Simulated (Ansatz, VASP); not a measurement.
## Two plane-wave programs on HfIn4SiO6

The input INCAR:

```
SYSTEM = HfIn4SiO6
PREC = Accurate
ENCUT = 520
EDIFF = 1E-7
ISMEAR = -1
SIGMA = 0.05
LREAL = .False.
LASPH = .True.
NELM = 60
ALGO = Normal
ISIF = 2
LWAVE = .False.
LCHARG = .False.
GGA = PE
NBANDS = 63
KPAR = 4
```

Contents of KPOINTS:

```
Automatic mesh
0
Gamma
  5 5 4
  0 0 0
```

File POSCAR:

```
HfIn4SiO6
1.0
    3.2085499508     -5.5402447781     -0.0245342232
    3.2085499508      5.5402447781     -0.0245342232
   -1.4806751348      0.0000000000      6.2778806011
Hf In Si O
1 4 1 6
Direct
    0.1017800000      0.1017800000      0.0091200000
    0.7922200000      0.4820400000      0.0081800000
    0.4820400000      0.7922200000      0.0081800000
    0.5447200000      0.2198300000      0.4839800000
    0.2198300000      0.5447200000      0.4839800000
    0.8543300000      0.8543300000      0.4452300000
    0.8350000000      0.5882200000      0.3810400000
    0.5882200000      0.8350000000      0.3810400000
    0.0289900000      0.0289900000      0.2950000000
    0.9792000000      0.9792000000      0.6955500000
    0.4285200000      0.1451400000      0.0743500000
    0.1451400000      0.4285200000      0.0743500000
```

Contents of input.yaml:

```yaml
crystal:
  lattice:
    - [3.2085499508, -5.5402447781, -0.0245342232]
    - [3.2085499508, 5.5402447781, -0.0245342232]
    - [-1.4806751348, 0.0, 6.2778806011]
  atoms:
    - { symbol: Hf, position: [0.10178, 0.10178, 0.00912] }
    - { symbol: In, position: [0.79222, 0.48204, 0.00818] }
    - { symbol: In, position: [0.48204, 0.79222, 0.00818] }
    - { symbol: In, position: [0.54472, 0.21983, 0.48398] }
    - { symbol: In, position: [0.21983, 0.54472, 0.48398] }
    - { symbol: Si, position: [0.85433, 0.85433, 0.44523] }
    - { symbol: O, position: [0.835, 0.58822, 0.38104] }
    - { symbol: O, position: [0.58822, 0.835, 0.38104] }
    - { symbol: O, position: [0.02899, 0.02899, 0.295] }
    - { symbol: O, position: [0.9792, 0.9792, 0.69555] }
    - { symbol: O, position: [0.42852, 0.14514, 0.07435] }
    - { symbol: O, position: [0.14514, 0.42852, 0.07435] }
hamiltonian:
  xc: pbe
  pseudopotentials: { kind: paw }
kpoints:
  mp_grid: { grid: [5, 5, 4] }
scf:
  occupations: { method: fermi_dirac, width: 0.05 }
output:
  forces: true
  stress: true
  eigenvalues: true
```

Change from the starting cell: volume scaled by 0.98.

Alike in both runs: task single point; functional PBE; k mesh 5 × 5 × 4; occupations fermi-dirac, width 0.05 eV; no spin polarisation.

|  | VASP | Ansatz |
| --- | --- | --- |
| version | VASP 6.6.1 | Ansatz 0.2.0 |
| potentials or method | VASP PAW PBE potentials, release 64 (Hf_pv, In_d, Si, O) | Ansatz PAW |
| plane-wave cutoff (eV) | 520 | 420 |
| valence electrons in the cell | 102 | 118 |

```tsv
	VASP	Ansatz	Ansatz less VASP
gap on the k mesh at the Fermi level (eV)	0.58	0.59	+0.012
least direct gap on the mesh (eV)	0.84	0.85	+0.010
pressure (GPa)	1.6	1.8	+0.25
largest component of the traceless stress (GPa)	0.20	0.30	+0.096
rms of the force components (eV/Å)	0.126	0.118	-0.0086
```

Atom by atom the forces differ by 0.053 eV/Å (rms over components). The two sets of potentials don't hold the same shells in valence.

Caveats: spin-orbit coupling is left out, which moves the levels of the heavy elements; an odd mesh through Γ misses points on the zone boundary, where band edges often lie (VASP); odd divisions of the mesh miss points on the zone boundary, where band edges often lie, so the gap on the mesh can be too wide (Ansatz); the pressure holds a Pulay correction of +0.3 GPa for the finite cutoff (Ansatz).
